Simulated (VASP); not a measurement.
Here is the system:

```
CELL_PARAMETERS angstrom
      0.00000     3.04211     3.04211
      3.04211     0.00000     3.04211
      3.04211     3.04211     0.00000
ATOMIC_POSITIONS crystal
  Pb 0.00000 0.00000 0.00000
  S  0.50000 0.50000 0.50000
```

Level of theory: revTPSS meta-GGA, VASP's PBE PAW potentials (set 64) (plane waves; VASP 6.6.1). Run with 520 eV cut-off, 8×8×8 Γ-centred mesh, Gaussian smearing of 0.050 eV, potentials Pb_d S.

Problem. Give the stress tensor in GPa (positive for a compressed cell).

Solution. 
```
-2.86   0.00   0.00
 0.00  -2.86   0.00
 0.00   0.00  -2.86
```
The pressure is its mean diagonal, -2.86 GPa.

The compound is PbS in the rock salt structure. This cell is one point of a volume scan, at 1.06 of the reference volume.
